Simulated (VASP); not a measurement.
Here is the system:

```xyz
3
Lattice="0.0000 2.9714 2.9714 2.9714 0.0000 2.9714 2.9714 2.9714 0.0000" Properties=species:S:1:pos:R:3 pbc="T T T"
Al     1.4857     1.4857     1.4857
Al     4.4571     4.4571     4.4571
Pt     0.0000     0.0000     0.0000
```

These are PBE GGA, VASP's PBE PAW potentials (set 64) (plane waves; VASP) values and carry that method's errors. Run with 480 eV cut-off, 8×8×8 Γ-centred mesh, first-order Methfessel-Paxton smearing of 0.10 eV, potentials Al Pt.

Energy and stress use the plane-wave basis of the starting cell.

Question: The ions, cell shape and volume at an external pressure of 5.0 GPa are relaxed. What does this cell relax into?

Answer: 
```xyz
3
Lattice="0.0000 2.9371 2.9371 2.9371 0.0000 2.9371 2.9371 2.9371 0.0000" Properties=species:S:1:pos:R:3 pbc="T T T"
Al     1.4686     1.4686     1.4686
Al     4.4057     4.4057     4.4057
Pt     0.0000     0.0000     0.0000
```
Space group Fm-3m (225), at a tolerance of 0.03 Å.

Question: How do energy and volume change from the first to the last step?

Answer: The energy (σ→0) changes by +9.0 meV/atom and the volume by -3.4 %, in 3 ionic steps.

The compound is PtAl2 in the fluorite structure. This run relaxes it under an external pressure of 5 GPa. Symmetry was kept, so distortions that lower it aren't found.
